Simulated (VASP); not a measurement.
Calculation: PBE GGA, VASP's PBE PAW potentials (set 64) (plane waves; VASP).

VASP input:

**INCAR**
```
LWAVE=T
ISPIN=2
SIGMA=0.05   # width (eV)
NELM=100
GGA=PE   # PBE
LREAL=Auto   # projection in real space or not
LORBIT=11
LASPH=T   # aspherical one-centre terms
EDIFF=1E-6   # SCF stop (eV)
MAGMOM=71*0.0141
NELECT=283.0
LMAXMIX=4
PREC=Normal
ENCUT=400   # plane-wave cut-off (eV)
ISMEAR=0
NUPDOWN=1
NELMIN=4
LCHARG=F
ALGO=Fast   # Davidson, then RMM-DIIS
LHYPERFINE=T
SYSTEM=Al35TiN35
ISYM=0
```

KPOINTS:
```
Automatic mesh
0
Gamma
1 1 1
0 0 0
```

POSCAR:
```
Al35TiN35
1
    4.6932676572    -8.1289780179     0.0000000000
    4.6932676572     8.1289780179     0.0000000000
    0.0000000000     0.0000000000    10.0192026156
Al N Ti
35 35 1
Direct
  0.2228137075   0.1115386820   0.2492466347
  0.1106617564   0.2217626700   0.9988241742
  0.2222714257   0.1106356553   0.7511775840
  0.1083945580   0.2202597367   0.5029168694
  0.2221834944   0.4444105978   0.2419974393
  0.1107659619   0.5556915975   0.9987209282
  0.2222138782   0.4444864056   0.7492593437
  0.1082006665   0.5548747993   0.5030203692
  0.2229012724   0.7779961095   0.2492059909
  0.1108597809   0.8887464843   0.0004769307
  0.2223472438   0.7785338425   0.7510890457
  0.1099600150   0.8883779702   0.5010676438
  0.5556190735   0.1113485139   0.2493865688
  0.4443323891   0.2218729487   0.9991824263
  0.5560235295   0.1114985248   0.7511480902
  0.4438487962   0.2190590623   0.5023816354
  0.5576158430   0.4429016564   0.2459132707
  0.4450790631   0.5559392320   0.9981558145
  0.5558250231   0.4448627178   0.7499191509
  0.5575583445   0.7815432604   0.2459581102
  0.4443843478   0.8893163196   0.9991425842
  0.5556442521   0.7776888957   0.7497619877
  0.4438326039   0.8915494493   0.5024060755
  0.8886825730   0.1116357745   0.2494037266
  0.7775589626   0.2221374486   0.0001983123
  0.8875592217   0.1107577735   0.7511191318
  0.7773706214   0.2220553092   0.5008258719
  0.8887925503   0.4437562252   0.2493606286
  0.7783523604   0.5560083323   0.9996551601
  0.8876773211   0.4436944903   0.7512376639
  0.7804436461   0.5567461444   0.5011754047
  0.8894972576   0.7780697382   0.2495992269
  0.7782760982   0.8890070867   0.9996159463
  0.8887784078   0.7777736974   0.7505857904
  0.7804679786   0.8904544480   0.5012074788
  0.2231722712   0.1135896576   0.4414697649
  0.1111440872   0.2224042790   0.1916791012
  0.2217969245   0.1108936201   0.9419915710
  0.1103743876   0.2215543491   0.6925432096
  0.1112440115   0.5554946605   0.1916421143
  0.2221987196   0.4444039469   0.9421161052
  0.1104718149   0.5556259829   0.6926410528
  0.2231437633   0.7762945013   0.4414527953
  0.1115614596   0.8890728260   0.1922016039
  0.2219365700   0.7777371494   0.9419182283
  0.1110959834   0.8889714705   0.6914091276
  0.5558576630   0.1113491483   0.4412828568
  0.4442770748   0.2218378257   0.1906706115
  0.5556976080   0.1112548370   0.9416684930
  0.4442845782   0.2220956059   0.6922946143
  0.5576867383   0.4404297725   0.4395816571
  0.4466946099   0.5568025607   0.1936344268
  0.5558028906   0.4445793518   0.9416130526
  0.4434238027   0.5550775535   0.6905246242
  0.5577870253   0.7841448540   0.4396668961
  0.4444062265   0.8894128770   0.1906504659
  0.5557500721   0.7780128680   0.9414877862
  0.4443144316   0.8891702020   0.6922727150
  0.8897272623   0.1127543895   0.4410804103
  0.7776360260   0.2221498461   0.1915998622
  0.8887903660   0.1110691313   0.9418961014
  0.7777015582   0.2223277213   0.6916463905
  0.8896072969   0.4436247766   0.4410277825
  0.7789789961   0.5559920721   0.1913579342
  0.8888233688   0.4444273744   0.9419365567
  0.7777862355   0.5554688033   0.6912361616
  0.8887703687   0.7777720503   0.4413503992
  0.7788357954   0.8895872023   0.1913354073
  0.8890295738   0.7778981609   0.9415393382
  0.7777173836   0.8890278058   0.6912412558
  0.4340850294   0.5504521668   0.4839645164
```

POTCAR, in this order: Al N Ti (PBE.64 set). Program: vasp_gam. Read from the step before: WAVECAR.

What VASP printed:

### OSZICAR
```
       N       E                     dE             d eps       ncg     rms          rms(c)
DAV:   1    -0.531780820403E+03   -0.53178E+03   -0.41116E-05   928   0.276E-02    0.201E-02
RMM:   2    -0.531780816605E+03    0.37982E-05   -0.37914E-05   780   0.122E-02    0.200E-02
RMM:   3    -0.531780811525E+03    0.50795E-05   -0.67545E-06   658   0.675E-03    0.258E-03
RMM:   4    -0.531780811326E+03    0.19934E-06   -0.27159E-06   636   0.279E-03
   1 F= -.53178081E+03 E0= -.53178081E+03  d E =-.446263E-11  mag=     1.0000
```

OUTCAR:
```
------------------------ aborting loop because EDIFF is reached ----------------------------------------
  FORCE on cell =-STRESS in cart. coord.  units (eV):
  Direction    XX          YY          ZZ          XY          YZ          ZX
  --------------------------------------------------------------------------------------
  Total      -17.4090069    -18.7554494    -30.2745738     -1.3897553      0.5876899     -0.9968133
  in kB      -36.4846473    -39.3064327    -63.4474532     -2.9125574      1.2316417     -2.0890556
  external PRESSURE =     -46.4128444 kB  Pullay stress =       0.0000000 kB
  volume of cell :      764.49
      direct lattice vectors                 reciprocal lattice vectors
     4.693267657 -8.128978018  0.000000000     0.106535582 -0.061508347  0.000000000
     4.693267657  8.128978018  0.000000000     0.106535582  0.061508347  0.000000000
     0.000000000  0.000000000 10.019202616     0.000000000  0.000000000  0.099808342
 POSITION                                       TOTAL-FORCE (eV/Angst)
 -----------------------------------------------------------------------------------
      1.56921     -0.90455      2.49725         0.003322     -0.007346     -0.002764
      1.56016      0.90314     10.00742        -0.001218     -0.006989     -0.008619
      1.56242     -0.90748      7.52620         0.000265     -0.005718     -0.000491
      1.54246      0.90935      5.03883        -0.004366      0.005666      0.014503
      3.12850      1.80648      2.42462         0.004046      0.004088      0.004065
      3.12786      3.61679     10.00639         0.004815     -0.001191      0.002786
      3.12900      1.80685      7.50698        -0.004883     -0.007532      0.009340
      3.11199      3.63100      5.03986         0.001065     -0.007259      0.004416
      4.69748      4.51235      2.49685         0.010663      0.000696      0.000722
      4.69142      6.32342      0.00478         0.013190     -0.000100      0.002167
      4.69740      4.52123      7.52531         0.002121      0.006075      0.009861
      4.68547      6.32774      5.02030        -0.004380      0.002078      0.004527
      3.13026     -3.61147      2.49865        -0.006848     -0.015784      0.011366
      3.12668     -1.80837     10.01101        -0.012552     -0.001420     -0.006225
      3.13286     -3.61353      7.52590        -0.010314      0.002995      0.000037
      3.11120     -1.82731      5.03346         0.001808      0.002986      0.004041
      4.69570     -0.93251      2.46385         0.001006     -0.007409     -0.002980
      4.69805      0.90118     10.00073         0.000324      0.004464     -0.016884
      4.69650     -0.90201      7.51359        -0.012934      0.005818     -0.008389
      6.28476      1.82077      2.46430         0.014312      0.003682     -0.002458
      6.25941      3.61684     10.01061        -0.002896      0.003136     -0.001070
      6.25769      1.80500      7.51202         0.006573      0.004196      0.005276
      6.26731      3.63948      5.03371         0.007039      0.005304     -0.006875
      4.69476     -6.31660      2.49883        -0.002917     -0.003485      0.001601
      4.69184     -4.51501      0.00199        -0.004100     -0.002888      0.011702
      4.68537     -6.31460      7.52561        -0.002022     -0.003757      0.008180
      4.69057     -4.51415      5.01788        -0.008738      0.003939     -0.001554
      6.25401     -3.61769      2.49839         0.000176      0.005167      0.000889
      6.26251     -1.80743     10.01575         0.003922      0.001847     -0.005576
      6.24848     -3.60913      7.52680        -0.009149      0.002147     -0.002757
      6.27579     -1.81843      5.02138         0.009273      0.000666     -0.002208
      7.82634     -0.90579      2.50079         0.004540      0.006349      0.005084
      7.82501      0.90013     10.01535         0.003684      0.003159     -0.007503
      7.82158     -0.90235      7.52027         0.003855      0.002325      0.000653
      7.84209      0.89408      5.02170         0.011297     -0.009447     -0.002081
      1.58051     -0.89079      4.42318        -0.003030      0.007341     -0.006443
      1.56543      0.90443      1.92047        -0.000818      0.005039      0.001991
      1.56141     -0.90153      9.43800         0.005732     -0.000729     -0.001030
      1.55783      0.90378      6.93873        -0.000616      0.009350      0.000969
      3.12918      3.61130      1.92010        -0.008082     -0.006450     -0.001962
      3.12854      1.80630      9.43925        -0.002404      0.009787     -0.001531
      3.12618      3.61865      6.93971        -0.008474      0.009065     -0.006109
      4.69063      4.49655      4.42301        -0.011080     -0.001006      0.000594
      4.69624      6.32037      1.92571         0.010806      0.002697      0.017228
      4.69174      4.51809      9.43727        -0.011665     -0.001933     -0.001265
      4.69358      6.32333      6.92737        -0.009587      0.001493     -0.009907
      3.13138     -3.61340      4.42130        -0.001849     -0.003573     -0.002148
      3.12626     -1.80820      1.91037         0.006078     -0.001514      0.005749
      3.13019     -3.61287      9.43477         0.014152     -0.000620     -0.001009
      3.12750     -1.80617      6.93624         0.001799     -0.004584     -0.004859
      4.68443     -0.95318      4.40426         0.004380     -0.005933      0.004905
      4.70968      0.89507      1.94006        -0.000161     -0.008472      0.011840
      4.69506     -0.90413      9.43421         0.000800     -0.008519     -0.003181
      4.68623      0.90763      6.91851        -0.006089      0.004809     -0.020203
      6.29805      1.84006      4.40511        -0.004999      0.000579     -0.001808
      6.25997      3.61745      1.91017        -0.002560      0.001316      0.009570
      6.25971      1.80677      9.43296         0.002225     -0.000444      0.000661
      6.25840      3.61622      6.93602        -0.000558     -0.007063     -0.008562
      4.70491     -6.31600      4.41927         0.007310      0.008165     -0.003837
      4.69226     -4.51553      1.91968         0.011274      0.002427      0.002863
      4.69261     -6.32208      9.43705         0.000566      0.016378      0.000154
      4.69341     -4.51462      6.92975        -0.011363     -0.000086     -0.008387
      6.25721     -3.62538      4.41875         0.011360     -0.010651      0.000837
      6.26538     -1.81266      1.91725        -0.007442     -0.003174     -0.002186
      6.25730     -3.61249      9.43745        -0.005527     -0.003338      0.001945
      6.25732     -1.80721      6.92564        -0.003219      0.000923     -0.005218
      7.82153     -0.90230      4.42198         0.001843     -0.006730      0.004375
      7.83036      0.90030      1.91703         0.011380     -0.002544      0.000810
      7.82334     -0.90338      9.43347        -0.004788     -0.006330      0.005859
      7.82248      0.90484      6.92569        -0.002304      0.006856     -0.007279
      4.62070      0.94595      4.84894        -0.003070      0.001008      0.003797
 -----------------------------------------------------------------------------------
    total drift:                                0.000283      0.003493     -0.000899
  FREE ENERGIE OF THE ION-ELECTRON SYSTEM (eV)
  ---------------------------------------------------
  free  energy   TOTEN  =      -531.7808113258 eV

  energy  without entropy=     -531.7808113258  energy(sigma->0) =     -531.78081133

 total charge

# of ion       s       p       d       tot
------------------------------------------
    1        0.358   0.429   0.000   0.787
    2        0.359   0.431   0.000   0.790
    3        0.360   0.430   0.000   0.790
    4        0.375   0.403   0.000   0.778
    5        0.370   0.416   0.000   0.787
    6        0.359   0.430   0.000   0.790
    7        0.357   0.428   0.000   0.785
    8        0.375   0.403   0.000   0.778
    9        0.358   0.429   0.000   0.788
   10        0.359   0.430   0.000   0.789
   11        0.360   0.431   0.000   0.790
   12        0.363   0.422   0.000   0.785
   13        0.359   0.430   0.000   0.789
...
```
(Selected blocks of OUTCAR.)

At this cut-off the stress carries a Pulay error, which pulls relaxed volumes low. The cell is charged, with a uniform compensating background.  The supercell is sampled at Γ alone, which is coarse: total energies, pressure and levels can be off, energies of defects by several tenths of an eV.

The cell is a supercell with a defect, built from AlN (wurtzite): Ti_Al-vac_N, charge +1.
